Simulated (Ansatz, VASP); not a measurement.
**One calculation of Ga4As3N, two programs**

```
Ga As N
1.0
     5.19508    0.00000    0.00000
     0.00000    5.19508    0.00000
     0.00000    0.00000    5.19508
Ga As N
4 3 1
Direct
  0.50000 0.50000 0.50000
  0.00000 0.50000 0.00000
  0.50000 0.00000 0.00000
  0.00000 0.00000 0.50000
  0.50000 0.00000 0.50000
  0.00000 0.50000 0.50000
  0.50000 0.50000 0.00000
  0.00000 0.00000 0.00000
```

Alike in both runs: functional PBE; k mesh 8 × 8 × 8; occupations gaussian, width 0.1 eV; no spin polarisation.

Ansatz relaxed the structure, and its values are those at the end. VASP's run is a single point on that final structure, the one shown.

```csv
,VASP,Ansatz
version,VASP 6.6.1,Ansatz 0.2.0
potentials or method,"VASP PAW PBE potentials, release 64 (Ga_d, As, N)","scalar-relativistic, plane waves, PAW"
plane-wave cutoff (eV),520,420
valence electrons in the cell,72,102
```

|  | VASP | Ansatz | Ansatz less VASP |
| --- | --- | --- | --- |
| gap on the k mesh at the Fermi level (eV) | none | none | - |
| pressure (GPa) | 0.2 | 0.0 | -0.25 |

A gap of «none» marks a metal or a gap that the smearing closes. The functional is the same, so the differences come from potentials, cutoffs and numerics. The two sets of potentials don't hold the same shells in valence.
